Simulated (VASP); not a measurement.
# RuS2 (Laurite) with r2SCAN: from relaxation to properties, part 3 of 5

Aim: relax RuS2 (Laurite), then compute properties on the relaxed cell. The start is a cell from a database of measured crystal structures.

VASP 6.6.1; r2SCAN; plane waves and PAW (Ru_pv, S).

So far, gap on the k-mesh (eV): step 2 (full relaxation (r2SCAN)) 0.925. The relaxed cell has a = 5.628 Å (conventional setting).

## Step 4: Band structure (r2SCAN)

The mesh alone shows little of the dispersion and can miss band extrema, so KPOINTS_OPT adds a path through the symmetry points after the self-consistent cycle.

INCAR reads:

```
SYSTEM = RuS2
PREC = Accurate
ENCUT = 400
EDIFF = 1E-06
NELM = 100
ISMEAR = 0
SIGMA = 0.05
LREAL = .FALSE.
ALGO = Normal
METAGGA = R2SCAN
LASPH = .TRUE.
NBANDS = 80
LORBIT = 11
LWAVE = .FALSE.
LCHARG = .FALSE.
KPAR = 8
```

POSCAR reads:

```
RuS2
1.0
    5.6276365976      0.0000000000      0.0000000000
    0.0000000000      5.6276365976      0.0000000000
    0.0000000000      0.0000000000      5.6276365976
Ru S
4 8
Direct
    0.0000000000      0.0000000000      0.0000000000
    0.5000000000      0.0000000000      0.5000000000
    0.5000000000      0.5000000000      0.0000000000
    0.0000000000      0.5000000000      0.5000000000
    0.3882039241      0.3882039241      0.3882039241
    0.1117960759      0.6117960759      0.8882039241
    0.8882039241      0.1117960759      0.6117960759
    0.6117960759      0.8882039241      0.1117960759
    0.6117960759      0.6117960759      0.6117960759
    0.8882039241      0.3882039241      0.1117960759
    0.1117960759      0.8882039241      0.3882039241
    0.3882039241      0.1117960759      0.8882039241
```

KPOINTS reads:

```
Automatic mesh
0
Gamma
4 4 4
0 0 0
```

KPOINTS_OPT reads:

```
Line mode
12
Line-mode
Reciprocal
  0.00000000   0.00000000   0.00000000 GAMMA
  0.00000000   0.50000000   0.00000000 X

  0.00000000   0.50000000   0.00000000 X
  0.50000000   0.50000000   0.00000000 M

  0.50000000   0.50000000   0.00000000 M
  0.00000000   0.00000000   0.00000000 GAMMA

  0.00000000   0.00000000   0.00000000 GAMMA
  0.50000000   0.50000000   0.50000000 R

  0.50000000   0.50000000   0.50000000 R
  0.00000000   0.50000000   0.00000000 X

  0.50000000   0.50000000   0.00000000 M
  0.50000000   0.50000000   0.50000000 R
```

The projector-augmented-wave data sets are Ru_pv and S (PBE family, release 64).

Started as:

```bash
$ mpirun -np 8 vasp_std
```

The program printed:

```text
[banner, memory and clock lines left out]
running    8 mpi-ranks, on    1 nodes
 distrk:  each k-point on    1 cores,    8 groups
 distr:  one band on    1 cores,    1 groups

 POSCAR found type information on POSCAR RuS
 POSCAR found :  2 types and      12 ions
 [... a notice as in an earlier step ...]

 [... a notice as in an earlier step ...]

 LDA part: xc-table for (None), standard interpolation
 POSCAR, INCAR and KPOINTS ok, starting setup
 FFT: planning ... GRIDC
 FFT: planning ... GRID_SOFT
 FFT: planning ... GRID
 WAVECAR not read
 entering main loop
       N       E                     dE             d eps       ncg     rms          rms(c)
DAV:   1     0.752647288333E+03    0.75265E+03   -0.48208E+04  1928   0.106E+03
DAV:   2    -0.149954534075E+03   -0.90260E+03   -0.85586E+03  1952   0.331E+02
DAV:   3    -0.203779133329E+03   -0.53825E+02   -0.52645E+02  2152   0.796E+01
DAV:   4    -0.204809290887E+03   -0.10302E+01   -0.10280E+01  2080   0.110E+01
DAV:   5    -0.204845627858E+03   -0.36337E-01   -0.36328E-01  2536   0.175E+00    0.422E+01
DAV:   6    -0.175071595910E+03    0.29774E+02   -0.22904E+01  1936   0.251E+01    0.179E+01
DAV:   7    -0.174276278339E+03    0.79532E+00   -0.39654E+00  1880   0.126E+01    0.134E+01
DAV:   8    -0.174203728057E+03    0.72550E-01   -0.42860E-01  2048   0.357E+00    0.197E+00
DAV:   9    -0.174196310899E+03    0.74172E-02   -0.74973E-02  2160   0.132E+00    0.439E-01
DAV:  10    -0.174198523366E+03   -0.22125E-02   -0.83011E-03  2136   0.370E-01    0.274E-01
DAV:  11    -0.174198901523E+03   -0.37816E-03   -0.98349E-04  2160   0.158E-01    0.872E-02
DAV:  12    -0.174198931269E+03   -0.29746E-04   -0.11336E-04  2312   0.389E-02    0.361E-02
DAV:  13    -0.174198932148E+03   -0.87878E-06   -0.97719E-06  2208   0.118E-02
   1 F= -.17419893E+03 E0= -.17419893E+03  d E =-.139538E-20
 Start KPOINTS_OPT (optional k-point list driver)
k-point batch [1-11\72]
       N       E                     dE             ncg
DAV:   1     0.436569354553E+04   -0.30643E+04     1920
DAV:   2    -0.562855244813E+04   -0.99942E+04     1960
DAV:   3    -0.616637822477E+04   -0.53783E+03     2144
DAV:   4    -0.617651242966E+04   -0.10134E+02     2168
DAV:   5    -0.617690097031E+04   -0.38854E+00     2696
DAV:   6    -0.617690584503E+04   -0.48747E-02     2232
DAV:   7    -0.617690606875E+04   -0.22372E-03     2680
DAV:   8    -0.617690607277E+04   -0.40185E-05     1800
DAV:   9    -0.617690607302E+04   -0.25254E-06     1464
[...]
k-point batch [67-72\72]
       N       E                     dE             ncg
DAV:   1     0.136589695939E+05   -0.12312E+05     1064
DAV:   2     0.822856757913E+04   -0.54304E+04     1080
DAV:   3     0.791665621661E+04   -0.31191E+03     1176
DAV:   4     0.791060790477E+04   -0.60483E+01     1192
DAV:   5     0.791037575904E+04   -0.23215E+00     1432
DAV:   6     0.791037332985E+04   -0.24292E-02     1256
DAV:   7     0.791037323619E+04   -0.93656E-04     1464
DAV:   8     0.791037323519E+04   -0.99795E-06     1048
```

It took 2.4 min on 8 MPI ranks of Intel Xeon 6975P-C (Granite Rapids), shared host; peak memory 3 GiB; 19 min of CPU time.

OUTCAR, selected parts (step 4):

```text
 Found     11 irreducible k-points:

   k-points           NKPTS =     11   k-points in BZ     NKDIM =     11   number of bands    NBANDS=     80

   NELECT =     104.0000    total number of electrons

 E-fermi :   9.0122

 k-point     1 :       0.0000    0.0000    0.0000
  band No.  band energies     occupation
    ...
     48       8.0980      2.00000
     49       8.1724      2.00000
     50       8.1724      2.00000
     51       8.1724      2.00000
     52       8.4428      2.00000
     53       9.6130      0.00000
     54      11.5496      0.00000
     55      11.5496      0.00000
     56      11.5496      0.00000
     57      11.6243      0.00000
    ...

 k-point     2 :       0.2500    0.0000    0.0000
  band No.  band energies     occupation
    ...
     48       8.1043      2.00000
     49       8.1675      2.00000
     50       8.2663      2.00000
     51       8.4472      2.00000
     52       8.5093      2.00000
     53      10.2623      0.00000
     54      11.1473      0.00000
     55      11.4396      0.00000
     56      11.5281      0.00000
     57      11.6172      0.00000
    ...

  Total        0.0108746      0.0108746      0.0108746     -0.0000000      0.0000000      0.0000000
  in kB        0.0977567      0.0977567      0.0977567     -0.0000000      0.0000000      0.0000000
  external PRESSURE =       0.0977567 kB  Pullay stress =       0.0000000 kB

 POSITION                                       TOTAL-FORCE (eV/Angst)
 -----------------------------------------------------------------------------------
      0.00000      0.00000      0.00000        -0.000000      0.000000     -0.000000
      2.81382      0.00000      2.81382        -0.000000      0.000000     -0.000000
      2.81382      2.81382      0.00000        -0.000000      0.000000     -0.000000
      0.00000      2.81382      2.81382        -0.000000      0.000000     -0.000000
      2.18467      2.18467      2.18467        -0.003050     -0.003050     -0.003050
      0.62915      3.44297      4.99849         0.003050      0.003050     -0.003050
      4.99849      0.62915      3.44297        -0.003050      0.003050      0.003050
      3.44297      4.99849      0.62915         0.003050     -0.003050      0.003050
      3.44297      3.44297      3.44297         0.003050      0.003050      0.003050
      4.99849      2.18467      0.62915        -0.003050     -0.003050      0.003050
      0.62915      4.99849      2.18467         0.003050     -0.003050     -0.003050
      2.18467      0.62915      4.99849        -0.003050      0.003050     -0.003050
 -----------------------------------------------------------------------------------
    total drift:                               -0.000000      0.000000     -0.000000

  FREE ENERGIE OF THE ION-ELECTRON SYSTEM (eV)
  ---------------------------------------------------
  free  energy   TOTEN  =      -174.1989321480 eV

  energy  without entropy=     -174.1989321480  energy(sigma->0) =     -174.19893215

 total charge
# of ion       s       p       d       tot
------------------------------------------
    1        0.326   6.308   6.122  12.756
    2        0.326   6.308   6.122  12.756
    3        0.326   6.308   6.122  12.756
    4        0.326   6.308   6.122  12.756
    5        1.333   2.320   0.000   3.653
    6        1.333   2.320   0.000   3.653
    7        1.333   2.320   0.000   3.653
    8        1.333   2.320   0.000   3.653
    9        1.333   2.320   0.000   3.653
   10        1.333   2.320   0.000   3.653
   11        1.333   2.320   0.000   3.653
   12        1.333   2.320   0.000   3.653
--------------------------------------------------
tot         11.965  43.791  24.488  80.245

[... 8 parts as in an earlier step ...]

[... 5 further parts left out ...]
```

Spin-orbit coupling is off here; it would split degenerate levels.

Numbers from this step:

* SCF cycles: 13
* bands: 80
* Fermi energy: 9.012 eV
* pressure: 0.009776 GPa
* least gap on mesh and path: 0.9036 eV
* least direct gap on mesh and path: 1.170 eV
* valence top at k: 0, 0.4545, 0

Electronic bands along the path, in eV, zero at the valence-band top; v1 is the highest filled band, c1 the lowest empty one:

| point | v4 | v3 | v2 | v1 | c1 | c2 | c3 | c4 |
| --- | --- | --- | --- | --- | --- | --- | --- | --- |
| Γ | -0.54 | -0.54 | -0.54 | -0.27 | 0.90 | 2.84 | 2.84 | 2.84 |
| 0.45 of the way | -0.56 | -0.48 | -0.31 | -0.21 | 1.46 | 2.49 | 2.71 | 2.83 |
| X | -0.30 | -0.30 | -0.02 | -0.02 | 2.32 | 2.32 | 2.51 | 2.51 |
| 0.55 of the way | -0.24 | -0.24 | -0.10 | -0.10 | 2.36 | 2.36 | 2.59 | 2.59 |
| M | -0.11 | -0.11 | -0.11 | -0.11 | 2.70 | 2.70 | 2.70 | 2.70 |
| 0.45 of the way | -0.37 | -0.32 | -0.22 | -0.15 | 2.00 | 2.34 | 2.75 | 2.77 |
| Γ | -0.54 | -0.54 | -0.54 | -0.27 | 0.90 | 2.84 | 2.84 | 2.84 |
| 0.45 of the way | -0.37 | -0.36 | -0.36 | -0.13 | 2.03 | 2.59 | 2.61 | 2.61 |
| R | -0.71 | -0.71 | -0.71 | -0.71 | 2.54 | 2.54 | 2.54 | 2.54 |
| 0.55 of the way | -0.38 | -0.38 | -0.10 | -0.10 | 2.40 | 2.40 | 2.97 | 2.97 |
| X | -0.30 | -0.30 | -0.02 | -0.02 | 2.32 | 2.32 | 2.51 | 2.51 |
| jump to M | -0.11 | -0.11 | -0.11 | -0.11 | 2.70 | 2.70 | 2.70 | 2.70 |
| 0.55 of the way | -0.42 | -0.42 | -0.42 | -0.42 | 2.70 | 2.70 | 2.70 | 2.70 |
| R | -0.71 | -0.71 | -0.71 | -0.71 | 2.54 | 2.54 | 2.54 | 2.54 |

Of the projections kept (Ru, S), the largest for each band there; the rest of the weight can lie on other orbitals:

| point | v4 | v3 | v2 | v1 | c1 | c2 | c3 | c4 |
| --- | --- | --- | --- | --- | --- | --- | --- | --- |
| Γ | Ru 0.96 | Ru 0.96 | Ru 0.96 | Ru 0.99 | S 0.99 | Ru 0.82 | Ru 0.82 | Ru 0.82 |
| X | Ru 0.81 | Ru 0.81 | Ru 0.90 | Ru 0.90 | Ru 0.59 | Ru 0.59 | S 0.63 | S 0.63 |
| M | Ru 0.74 | Ru 0.74 | Ru 0.74 | Ru 0.74 | Ru 0.56 | Ru 0.56 | Ru 0.56 | Ru 0.56 |
| Γ | Ru 0.96 | Ru 0.96 | Ru 0.96 | Ru 0.99 | S 0.99 | Ru 0.82 | Ru 0.82 | Ru 0.82 |
| R | Ru 0.99 | Ru 0.99 | Ru 0.99 | Ru 0.99 | Ru 0.82 | Ru 0.82 | Ru 0.82 | Ru 0.82 |
| X | Ru 0.81 | Ru 0.81 | Ru 0.90 | Ru 0.90 | Ru 0.59 | Ru 0.59 | S 0.63 | S 0.63 |

The path lowers the gap by 0.02 eV against the mesh alone, so a band edge lies off the mesh.

## Step 5: Density of states (r2SCAN)

Here the states are counted by energy and projected on the atoms. The mesh is finer than in the run before.

Edit INCAR of step 4 so:

```diff
@@ -5,3 +5,3 @@
 NELM = 100
-ISMEAR = 0
+ISMEAR = -5
 SIGMA = 0.05
@@ -16 +16,2 @@
 KPAR = 8
+NEDOS = 2001
```

POSCAR is that of step 4.

KPOINTS reads:

```
Automatic mesh
0
Gamma
5 5 5
0 0 0
```

Started as:

```bash
$ mpirun -np 8 vasp_std
```

The program printed:

```text
[... set-up lines as in an earlier step ...]
 entering main loop
       N       E                     dE             d eps       ncg     rms          rms(c)
DAV:   1     0.747430501686E+03    0.74743E+03   -0.48199E+04  1928   0.107E+03
DAV:   2    -0.151825464410E+03   -0.89926E+03   -0.85369E+03  1952   0.332E+02
DAV:   3    -0.203839843286E+03   -0.52014E+02   -0.51010E+02  2096   0.791E+01
DAV:   4    -0.204811219422E+03   -0.97138E+00   -0.96936E+00  2056   0.108E+01
DAV:   5    -0.204846611894E+03   -0.35392E-01   -0.35384E-01  2560   0.178E+00    0.422E+01
DAV:   6    -0.175075183461E+03    0.29771E+02   -0.22793E+01  1976   0.251E+01    0.179E+01
DAV:   7    -0.174277634266E+03    0.79755E+00   -0.39827E+00  1928   0.127E+01    0.134E+01
DAV:   8    -0.174205604802E+03    0.72029E-01   -0.42832E-01  2008   0.357E+00    0.196E+00
DAV:   9    -0.174197725217E+03    0.78796E-02   -0.71738E-02  2152   0.132E+00    0.440E-01
DAV:  10    -0.174199975444E+03   -0.22502E-02   -0.84905E-03  2136   0.366E-01    0.274E-01
DAV:  11    -0.174200375273E+03   -0.39983E-03   -0.94099E-04  2184   0.152E-01    0.883E-02
DAV:  12    -0.174200405447E+03   -0.30174E-04   -0.10360E-04  2248   0.369E-02    0.339E-02
DAV:  13    -0.174200406501E+03   -0.10539E-05   -0.87785E-06  2224   0.116E-02    0.183E-02
DAV:  14    -0.174200407005E+03   -0.50370E-06   -0.23162E-06  1736   0.636E-03
   1 F= -.17420041E+03 E0= -.17420041E+03  d E =0.000000E+00
```

The job ended after 42 s (8 MPI ranks; peak memory 2.5 GiB; 5.4 min of CPU time).

OUTCAR, selected parts (step 5):

```text
   NELECT =     104.0000    total number of electrons

 E-fermi :   8.6934

 k-point     1 :       0.0000    0.0000    0.0000
  band No.  band energies     occupation
    ...
     48       8.0977      2.00000
     49       8.1720      2.00000
     50       8.1720      2.00000
     51       8.1720      2.00000
     52       8.4427      2.00000
     53       9.6130      0.00000
     54      11.5492      0.00000
     55      11.5492      0.00000
     56      11.5492      0.00000
     57      11.6244      0.00000
    ...

  Total        0.0478065      0.0478065      0.0478065      0.0000000      0.0000000      0.0000000
  in kB        0.4297532      0.4297532      0.4297532      0.0000000      0.0000000      0.0000000
  external PRESSURE =       0.4297532 kB  Pullay stress =       0.0000000 kB

 POSITION                                       TOTAL-FORCE (eV/Angst)
 -----------------------------------------------------------------------------------
      0.00000      0.00000      0.00000        -0.000000      0.000000      0.000000
      2.81382      0.00000      2.81382        -0.000000      0.000000      0.000000
      2.81382      2.81382      0.00000        -0.000000      0.000000      0.000000
      0.00000      2.81382      2.81382        -0.000000      0.000000      0.000000
      2.18467      2.18467      2.18467        -0.002623     -0.002623     -0.002623
      0.62915      3.44297      4.99849         0.002623      0.002623     -0.002623
      4.99849      0.62915      3.44297        -0.002623      0.002623      0.002623
      3.44297      4.99849      0.62915         0.002623     -0.002623      0.002623
      3.44297      3.44297      3.44297         0.002623      0.002623      0.002623
      4.99849      2.18467      0.62915        -0.002623     -0.002623      0.002623
      0.62915      4.99849      2.18467         0.002623     -0.002623     -0.002623
      2.18467      0.62915      4.99849        -0.002623      0.002623     -0.002623
 -----------------------------------------------------------------------------------
    total drift:                               -0.000000      0.000000     -0.000000

  FREE ENERGIE OF THE ION-ELECTRON SYSTEM (eV)
  ---------------------------------------------------
  free  energy   TOTEN  =      -174.2004070047 eV

  energy  without entropy=     -174.2004070047  energy(sigma->0) =     -174.20040700

[... 8 parts as in an earlier step ...]

[... 9 further parts left out ...]
```

This step gave:

* SCF cycles: 14
* free energy (TOTEN): -174.2004 eV
* Fermi energy: 8.693 eV
* pressure: 0.04298 GPa
* valence top at k: 0.4, 0, 0
* gap on the k-mesh: 0.9215 eV

The density of states has structure finer than the step of the table below, so its rows give means over 0.5 eV, whole bins alone (the curve runs from -12.0 to 3.36 eV). Peaks (eV: height): total -1.18: 23.5, -0.73: 20.6, -0.11: 20.6, 2.74: 19.9; Ru d -1.18: 15.5, -0.73: 14.4, -0.11: 13.6, 2.74: 8.95; S p -6.88: 6.82, -6.70: 5.12, -4.74: 5.79, -2.60: 5.32; Ru p -2.96: 0.349, -2.60: 0.534, -2.07: 0.443, -0.11: 0.578; S s -6.88: 0.288, -5.90: 0.214, 2.74: 1.10, 3.19: 0.799.

States under -12.0 eV and over 3.4 eV are left out. Density of states against energy, zero at the valence-band top; means over each step; values in states/eV/cell:

| energy (eV) | total | Ru d | S p | Ru p | S s | Ru s |
| --- | --- | --- | --- | --- | --- | --- |
| -11.5 | 0.260 | 0.00512 | 0.00543 | 0.00579 | 0.177 | 0.00206 |
| -11.0 | 0 | 0 | 0 | 0 | 1.1e-5 | 0 |
| -10.5 | 0 | 0 | 0 | 0 | 0 | 0 |
| -10.0 | 0 | 0 | 0 | 0 | 0 | 0 |
| -9.5 | 0 | 0 | 0 | 0 | 0 | 0 |
| -9.0 | 0 | 0 | 0 | 0 | 0 | 0 |
| -8.5 | 0 | 0 | 0 | 0 | 0 | 0 |
| -8.0 | 0 | 0 | 0 | 0 | 0 | 0 |
| -7.5 | 0 | 0 | 0 | 0 | 0 | 0 |
| -7.0 | 9.08 | 0.972 | 3.53 | 0.147 | 0.134 | 0.266 |
| -6.5 | 6.03 | 0.728 | 2.38 | 0.0771 | 0.101 | 0.198 |
| -6.0 | 7.90 | 1.26 | 2.99 | 0.0961 | 0.134 | 0.359 |
| -5.5 | 7.56 | 1.77 | 2.79 | 0.106 | 0.0872 | 0.169 |
| -5.0 | 6.99 | 1.66 | 2.73 | 0.102 | 0.0926 | 0.101 |
| -4.5 | 9.93 | 2.34 | 4.03 | 0.161 | 0.134 | 0.0894 |
| -4.0 | 5.98 | 1.53 | 2.23 | 0.131 | 0.0662 | 0.133 |
| -3.5 | 8.14 | 1.70 | 3.21 | 0.246 | 0.103 | 0.252 |
| -3.0 | 7.40 | 1.36 | 3.03 | 0.284 | 0.0938 | 0.160 |
| -2.5 | 6.88 | 1.23 | 2.91 | 0.294 | 0.0751 | 0.0988 |
| -2.0 | 4.08 | 0.893 | 1.66 | 0.179 | 0.0396 | 0.0327 |
| -1.5 | 3.91 | 2.56 | 0.383 | 0.0310 | 0.0357 | 0.0368 |
| -1.0 | 19.0 | 12.9 | 1.81 | 0.203 | 0.139 | 0.101 |
| -0.5 | 17.4 | 12.0 | 1.74 | 0.290 | 0.0707 | 0.0878 |
| 0.0 | 7.65 | 5.13 | 0.870 | 0.195 | 0.0131 | 0.0203 |
| 0.5 | 0 | 0 | 0 | 0 | 0 | 0 |
| 1.0 | 0.0240 | 0.00272 | 0.00937 | 0 | 3.0e-4 | 0 |
| 1.5 | 0.370 | 0.0755 | 0.130 | 0.00103 | 0.00821 | 3.7e-4 |
| 2.0 | 1.95 | 0.786 | 0.452 | 0.00826 | 0.0956 | 0.00293 |
| 2.5 | 8.29 | 3.77 | 1.77 | 0.0559 | 0.498 | 0.0347 |
| 3.0 | 11.8 | 5.27 | 2.98 | 0.0679 | 0.532 | 0.0499 |

The gap on this mesh is 0.92 eV. In the top eV of the valence band the largest shares in the PAW spheres are Ru d 69 % and S p 10 %; in the lowest eV of the conduction band, S p 33 % and Ru d 24 %. The rest lies in smaller channels or between the spheres.

[end of part 3 of 5]

[Lines on the potential files, build, host, timing and source positions are cut from VASP's logs without a mark.]

[Logs are printed without paths, hosts, clocks, repeated set-up lines and the standing remarks that a program may print on its own settings, such as how far it seeks lower states.]

[Hosts, paths, dates, database ids (printed as entryN), source tags and the programs' standing remarks are cut or masked in the printed files.]

[A measured line is paired with the nearest computed mode of its activity, which favours agreement.]
